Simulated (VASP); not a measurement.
A run of VASP 6.6.1:

The input INCAR:

```
PREC     = Accurate       # precision mode
ENCUT    = 520            # plane-wave cutoff, eV
EDIFF    = 1E-7           # SCF threshold, eV
ISMEAR   = 0              # smearing method
SIGMA    = 0.1            # smearing width, eV
LREAL    = Auto         
LASPH    = T              # aspherical terms in the spheres
NELM     = 60             # most SCF steps
ALGO     = Fast           # electronic algorithm
ISIF     = 2              # what is computed and relaxed
LWAVE    = F              # write WAVECAR
LCHARG   = T              # write CHGCAR
GGA      = CA             # functional
LELF     = T              # ELF
LVHAR    = T            
NBANDS   = 36             # bands
```

KPOINTS

```
Automatic mesh
0
Gamma
  4 3 1
```

The input POSCAR:

```
Be18Cl
1.0
    4.5800000000      0.0000000000      0.0000000000
    3.4350000000      5.9495950000      0.0000000000
    0.0000000000      0.0000000000     15.5884300000
Be Cl
18 1
Direct
    0.0000000000      0.0000000000      0.0641500780
    0.5000000000      0.0000000000      0.0641500780
    0.0000000420      0.3333332773      0.0641500780
    0.5000000420      0.3333332773      0.0641500780
   -0.0000000420      0.6666667227      0.0641500780
    0.4999999580      0.6666667227      0.0641500780
   -0.1732543738      0.2177650748      0.1795647798
    0.3379634831      0.2216638275      0.1794866449
   -0.1694057101      0.5621485160      0.1755064493
    0.3323025377      0.5489037489      0.1790756349
   -0.1651625888      0.8892936410      0.1805783520
    0.3285428128      0.9001111840      0.1780288329
    0.0086017693     -0.0097872208      0.2896094090
    0.5085728035     -0.0181375371      0.2973212825
   -0.0205490315      0.3438770202      0.2849627576
    0.5017633816      0.3433297561      0.2981832038
   -0.0003096758      0.6630979083      0.2882807313
    0.4968879060      0.6661695460      0.2912646110
    0.5114095175      0.1596012838      0.4036945350
```

Potentials or basis: VASP PAW LDA potentials, release 64 (Be, Cl).

Command:

```sh
$ cat potpaw_LDA.64/Be/POTCAR potpaw_LDA.64/Cl/POTCAR > POTCAR
$ mpirun -np 1 vasp_std > vasp.out
```

Hardware: 1 thread of Intel(R) Xeon(R) 6975P-C (Granite Rapids), with other jobs on the host.

Task: Estimate the wall time of this run.

Result: Wall time 97 s on 1 thread of Intel(R) Xeon(R) 6975P-C (Granite Rapids), on a shared host, peak memory 0.38 GiB. Counts: scf iterations 23, k points 7.
